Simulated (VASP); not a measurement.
Computed with TPSS meta-GGA, VASP's PBE PAW potentials (set 64) (plane waves; VASP).

VASP ran on this input.

### INCAR
```
ALGO = Normal
EDIFF = 1E-7
ENCUT = 520
ISIF = 2
ISMEAR = 1
LASPH = .True.
LCHARG = .False.
LMAXMIX = 4
LMIXTAU = .True.
LREAL = .False.
LWAVE = .False.
METAGGA = TPSS
NELM = 100
PREC = Accurate
SIGMA = 0.1
SYSTEM = Pd
```

**POSCAR**
```
Pd
1
    0.0000000000     1.9719245634     1.9719245634
    1.9719245634     0.0000000000     1.9719245634
    1.9719245634     1.9719245634     0.0000000000
Pd
1
Direct
  0.0000000000   0.0000000000   0.0000000000
```

KPOINTS:
```
Automatic mesh
0
Gamma
16 16 16
0 0 0
```

POTCAR, in this order: Pd (PBE.64 set). Program: vasp_std.

Output

**OUTCAR**
```
 ion  position               nearest neighbor table
   1  0.000  0.000  0.000-
  LATTYP: Found a face centered cubic cell.
 ALAT       =     3.9438491268
 Subroutine PRICEL returns:
 Original cell was already a primitive cell.
 Subroutine GETGRP returns: Found 48 space group operations
The static configuration has the point symmetry O_h .
The dynamic configuration has the point symmetry O_h .
 Subroutine INISYM returns: Found 48 space group operations
 Subroutine IBZKPT returns following result:
 Found    145 irreducible k-points:

 Following reciprocal coordinates:
            Coordinates               Weight
  0.000000  0.000000  0.000000      1.000000
  0.062500  0.000000  0.000000      8.000000
  0.125000  0.000000  0.000000      8.000000
  0.187500  0.000000  0.000000      8.000000
  0.250000  0.000000  0.000000      8.000000
  0.312500  0.000000  0.000000      8.000000
  0.375000  0.000000  0.000000      8.000000
  0.437500  0.000000  0.000000      8.000000
  0.500000  0.000000  0.000000      4.000000
  0.062500  0.062500  0.000000      6.000000
  0.125000  0.062500  0.000000     24.000000
  0.187500  0.062500  0.000000     24.000000
  0.250000  0.062500  0.000000     24.000000
  0.312500  0.062500  0.000000     24.000000
  0.375000  0.062500  0.000000     24.000000
  0.437500  0.062500  0.000000     24.000000
  0.500000  0.062500  0.000000     24.000000
 -0.437500  0.062500  0.000000     24.000000
 -0.375000  0.062500  0.000000     24.000000
 -0.312500  0.062500  0.000000     24.000000
 -0.250000  0.062500  0.000000     24.000000
 -0.187500  0.062500  0.000000     24.000000
 -0.125000  0.062500  0.000000     24.000000
 -0.062500  0.062500  0.000000     12.000000
  0.125000  0.125000  0.000000      6.000000
...
```

OSZICAR:
```
       N       E                     dE             d eps       ncg     rms          rms(c)
DAV:   1     0.448466375349E+02    0.44847E+02   -0.59497E+03  2714   0.120E+03
DAV:   2    -0.110135576439E+02   -0.55860E+02   -0.54013E+02  2873   0.256E+02
DAV:   3    -0.119785474592E+02   -0.96499E+00   -0.94765E+00  4100   0.418E+01
DAV:   4    -0.119877967503E+02   -0.92493E-02   -0.92378E-02  3640   0.348E+00
DAV:   5    -0.119879125731E+02   -0.11582E-03   -0.11582E-03  4120   0.385E-01    0.788E+00
DAV:   6    -0.136254971012E+02   -0.16376E+01   -0.64861E+00  2620   0.368E+01    0.318E+00
DAV:   7    -0.132033994877E+02    0.42210E+00   -0.86670E-01  2807   0.873E+00    0.179E+00
DAV:   8    -0.135054092589E+02   -0.30201E+00   -0.44255E-02  2703   0.316E+00    0.146E+00
DAV:   9    -0.136569658018E+02   -0.15156E+00   -0.11109E-01  2695   0.321E+00    0.583E-01
DAV:  10    -0.136895458511E+02   -0.32580E-01   -0.21287E-02  2887   0.158E+00    0.260E-01
DAV:  11    -0.136893978118E+02    0.14804E-03   -0.52195E-03  2790   0.649E-01    0.809E-02
DAV:  12    -0.136894579048E+02   -0.60093E-04   -0.86265E-04  2705   0.261E-01    0.274E-02
DAV:  13    -0.136894701821E+02   -0.12277E-04   -0.54246E-05  2707   0.899E-02    0.112E-02
DAV:  14    -0.136894998203E+02   -0.29638E-04   -0.17449E-05  2955   0.406E-02    0.103E-02
DAV:  15    -0.136894992600E+02    0.56033E-06   -0.22281E-06  2754   0.191E-02    0.541E-03
DAV:  16    -0.136894987861E+02    0.47386E-06   -0.10655E-06  2704   0.883E-03    0.892E-04
DAV:  17    -0.136894987641E+02    0.22015E-07   -0.75594E-09  1332   0.106E-03
   1 F= -.13689499E+02 E0= -.13689392E+02  d E =-.319295E-03
```

File OUTCAR:
```
------------------------ aborting loop because EDIFF is reached ----------------------------------------
  FORCE on cell =-STRESS in cart. coord.  units (eV):
  Direction    XX          YY          ZZ          XY          YZ          ZX
  --------------------------------------------------------------------------------------
  Total       -0.5128970     -0.5128970     -0.5128970      0.0000000      0.0000000      0.0000000
  in kB      -53.5845868    -53.5845868    -53.5845868      0.0000000      0.0000000      0.0000000
  external PRESSURE =     -53.5845868 kB  Pullay stress =       0.0000000 kB
  volume of cell :       15.34
      direct lattice vectors                 reciprocal lattice vectors
     0.000000000  1.971924563  1.971924563    -0.253559395  0.253559395  0.253559395
     1.971924563  0.000000000  1.971924563     0.253559395 -0.253559395  0.253559395
     1.971924563  1.971924563  0.000000000     0.253559395  0.253559395 -0.253559395
 POSITION                                       TOTAL-FORCE (eV/Angst)
 -----------------------------------------------------------------------------------
      0.00000      0.00000      0.00000        -0.000000     -0.000000     -0.000000
 -----------------------------------------------------------------------------------
    total drift:                               -0.000000     -0.000000     -0.000000
  FREE ENERGIE OF THE ION-ELECTRON SYSTEM (eV)
  ---------------------------------------------------
  free  energy   TOTEN  =       -13.6894987641 eV

  energy  without entropy=      -13.6891794690  energy(sigma->0) =      -13.68939233
```
(Selected blocks of OUTCAR.)

The compound is Pd in the fcc structure. This cell is one point of a volume scan, at 1.03 of the reference volume.
